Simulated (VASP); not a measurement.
Output of a VASP run:

File OSZICAR:
```
       N       E                     dE             d eps       ncg     rms          rms(c)
DAV:   1     0.400977596635E+03    0.40098E+03   -0.17092E+04  3267   0.673E+02
DAV:   2     0.150263023475E+02   -0.38595E+03   -0.33433E+03  3168   0.220E+02
DAV:   3    -0.223607456449E+02   -0.37387E+02   -0.36335E+02  3446   0.653E+01
DAV:   4    -0.232239768109E+02   -0.86323E+00   -0.86033E+00  3696   0.957E+00
DAV:   5    -0.232319068739E+02   -0.79301E-02   -0.79282E-02  3536   0.861E-01    0.111E+01
DAV:   6    -0.214041676418E+02    0.18277E+01   -0.83559E-01  3736   0.132E+01    0.748E+00
DAV:   7    -0.213744643265E+02    0.29703E-01   -0.42867E-01  3688   0.231E+00    0.428E+00
DAV:   8    -0.213425618643E+02    0.31902E-01   -0.54879E-02  3672   0.188E+00    0.455E-01
DAV:   9    -0.213409174283E+02    0.16444E-02   -0.72091E-03  4080   0.532E-01    0.150E-01
DAV:  10    -0.213413553949E+02   -0.43797E-03   -0.32498E-03  3413   0.236E-01    0.724E-02
DAV:  11    -0.213413867561E+02   -0.31361E-04   -0.94467E-05  3416   0.994E-02    0.309E-02
DAV:  12    -0.213413943376E+02   -0.75815E-05   -0.26788E-05  3405   0.517E-02    0.162E-02
DAV:  13    -0.213413935076E+02    0.82999E-06   -0.45773E-06  3536   0.173E-02    0.475E-03
DAV:  14    -0.213413933724E+02    0.13521E-06   -0.75345E-07  3512   0.264E-03    0.224E-03
DAV:  15    -0.213413932539E+02    0.11848E-06   -0.16157E-08  3072   0.246E-03    0.264E-04
DAV:  16    -0.213413932504E+02    0.34315E-08   -0.73653E-09  2016   0.342E-04
   1 F= -.21341393E+02 E0= -.21341393E+02  d E =-.750031E-40
 imaginary and real dielectric function
```

File OUTCAR:
```
------------------------ aborting loop because EDIFF is reached ----------------------------------------
  FORCE on cell =-STRESS in cart. coord.  units (eV):
  Direction    XX          YY          ZZ          XY          YZ          ZX
  --------------------------------------------------------------------------------------
  Total        0.0063226      0.0063226      0.0063226      0.0000000     -0.0000000     -0.0000000
  in kB        0.1515969      0.1515969      0.1515969      0.0000000     -0.0000000     -0.0000000
  external PRESSURE =       0.1515969 kB  Pullay stress =       0.0000000 kB
  volume of cell :       66.82
      direct lattice vectors                 reciprocal lattice vectors
     4.057934364  0.000000000  0.000000000     0.246430797  0.000000000  0.000000000
     0.000000000  4.057934364  0.000000000     0.000000000  0.246430797  0.000000000
     0.000000000  0.000000000  4.057934364     0.000000000  0.000000000  0.246430797
 POSITION                                       TOTAL-FORCE (eV/Angst)
 -----------------------------------------------------------------------------------
      0.00000      0.00000      0.00000         0.000000      0.000000      0.000000
      2.02897      2.02897      2.02897         0.000000      0.000000      0.000000
      2.02897      0.00000      2.02897         0.000000      0.000000      0.000000
      0.00000      2.02897      2.02897         0.000000      0.000000      0.000000
      2.02897      2.02897      0.00000         0.000000      0.000000      0.000000
 -----------------------------------------------------------------------------------
    total drift:                                0.000000      0.000000     -0.000000
  FREE ENERGIE OF THE ION-ELECTRON SYSTEM (eV)
  ---------------------------------------------------
  free  energy   TOTEN  =       -21.3413932504 eV

  energy  without entropy=      -21.3413932504  energy(sigma->0) =      -21.34139325

 plasma frequency squared (from intraband transitions) (eV^2)
  --------------------------------------------------------------------------------------
       0.000       0.000       0.000
       0.000       0.000      -0.000
       0.000      -0.000       0.000

 plasma frequency squared (from interband transitions, int dw w eps(2)(w)) (eV^2)
  --------------------------------------------------------------------------------------
     464.121       0.000      -0.000      -0.000      -0.000       0.000
      -0.000       0.000     464.121       0.000      -0.000       0.000
      -0.000      -0.000      -0.000      -0.000     464.121       0.000
```
(Selected blocks of OUTCAR.)

File POSCAR:
```
KZnF3
1
    4.0579343639    -0.0000000000     0.0000000000
   -0.0000000000     4.0579343639    -0.0000000000
   -0.0000000000    -0.0000000000     4.0579343639
K Zn F
1 1 3
Direct
  0.0000000000   0.0000000000   0.0000000000
  0.5000000000   0.5000000000   0.5000000000
  0.5000000000   0.0000000000   0.5000000000
  0.0000000000   0.5000000000   0.5000000000
  0.5000000000   0.5000000000   0.0000000000
```

Reconstruct the remaining input files.

This is not unique; one that fits is the input of the run itself, PBEsol GGA, plane waves, VASP's PBE PAW potentials (set 64).

### INCAR
```
SYSTEM = KZnF3
PREC = Accurate
ENCUT = 520
EDIFF = 1E-7
NELM = 100
ALGO = Normal
LREAL = .FALSE.
LASPH = .TRUE.
ISMEAR = 0
SIGMA = 0.01
GGA = PS
LMAXMIX = 4
LWAVE = .FALSE.
LCHARG = .FALSE.
LOPTICS = .TRUE.
NBANDS = 75
NEDOS = 1001
CSHIFT = 0.1
```

**KPOINTS**
```
Automatic mesh
0
Gamma
7 7 7
0 0 0
```

POTCAR, in this order: K_sv Zn F (PBE.64 set). Program: vasp_std.

The compound is KZnF3 in the cubic perovskite structure. It was relaxed first.
